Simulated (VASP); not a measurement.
```xyz
2
Lattice="0.0000 2.6625 2.6625 2.6625 0.0000 2.6625 2.6625 2.6625 0.0000" Properties=species:S:1:pos:R:3 pbc="T T T"
Mg     0.0000     0.0000     0.0000
S      2.6625     2.6625     2.6625
```

Calculation: PW91 GGA, VASP's PBE PAW potentials (set 64) (plane waves; VASP). Numerical set-up: 520 eV cut-off, 9×9×9 Γ-centred mesh, Gaussian smearing of 0.050 eV, potentials Mg S.

Problem. Give the stress tensor in GPa (positive for a compressed cell).

Solution. 
```
-3.87   0.00   0.00
 0.00  -3.87   0.00
 0.00   0.00  -3.87
```
The pressure is its mean diagonal, -3.87 GPa.

The compound is MgS in the rock salt structure. This cell is one point of a volume scan, at 1.06 of the reference volume.
